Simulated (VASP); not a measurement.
Runs of VASP 6.6.1 on SrTiO3. It takes space group Pm-3m (No. 221, cubic). The conventional cell has a = 3.905 Å, b = 3.905 Å, c = 3.905 Å, α = 90.00°, β = 90.00°, γ = 90.00°. Around Sr (site symmetry m-3m) lie 12 O at 2.76 Å. Around Ti (site symmetry m-3m) lie 6 O at 1.95 Å. Around O (site symmetry 4/mmm) lie 2 Ti at 1.95 Å. 

```tsv
level	potentials or basis	gap on the mesh (eV)	pressure (GPa)	relaxed volume (Å³/atom)
PBE	VASP PAW PBE potentials, release 64 (Sr_sv, Ti_sv, O)	1.81	0.0	12.23
LDA	VASP PAW LDA potentials, release 64 (Sr_sv, Ti_sv, O)	1.81	-0.1	(c)
PBE+D3(BJ)	VASP PAW PBE potentials, release 64 (Sr_sv, Ti_sv, O)	(b)	0.0	11.99
r2SCAN+rVV10	VASP PAW PBE potentials, release 64 (Sr_sv, Ti_sv, O)	(a)	0.0	11.89
rev-vdW-DF2	VASP PAW PBE potentials, release 64 (Sr_sv, Ti_sv, O)	1.82	0.0	12.01
```

Alike in all rows: task relaxation of cell and atoms; no spin polarisation; cell relaxed; k mesh 8 × 8 × 8; cutoff (eV) 600; smearing gaussian 0.03 eV.

**Question.** Estimate the missing entries.

**Answer.** (a) 2.27; (b) 1.85; (c) 11.50.

Caveats: the PAW data sets were made with another functional, which shifts forces and pressure a little (some runs).

A k mesh can miss the band edges, and the runs leave out spin-orbit coupling on Sr.

Not every run made on this cell is shown here.
